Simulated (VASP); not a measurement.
Here is a VASP 6.6.1 calculation.

INCAR

```
  PREC = Accurate
  ENCUT = 600
  EDIFF = 1E-7
  ISMEAR = 0
  SIGMA = 0.03
  LREAL = False
  LASPH = True
  NELM = 80
  ALGO = Normal
  ISIF = 3
  LWAVE = False
  LCHARG = False
  IBRION = 2
  NSW = 90
  EDIFFG = -0.005
  KPAR = 2
```

KPOINTS

```
regular mesh
0
Gamma
  8 8 6
```

Contents of POSCAR:

```
SnO                                     
1.0
    3.7676347665      0.0000000000      0.0000000000
    0.0000000000      3.7676347665      0.0000000000
    0.0000000000      0.0000000000      4.6340962480
  Sn              O             
     2     2
Direct
     0.5000000000000000    0.0000000000000000    0.2479354366317801
     0.0000000000000000    0.5000000000000000    0.7520645633682199
     0.0000000000000000    0.0000000000000000    0.0000000000000000
     0.5000000000000000    0.5000000000000000    0.0000000000000000
```

Potentials or basis: VASP PAW LDA potentials, release 64 (Sn_d, O).

Run with:

```console
$ cat potpaw_LDA.64/Sn_d/POTCAR potpaw_LDA.64/O/POTCAR > POTCAR
$ mpirun -np 2 vasp_std > vasp.out
```

(1) Estimate the band gap on the k mesh.

Results:

(1) none (metal or under the smearing width).

Caveat: the relaxation stopped at its first step, so nothing moved.
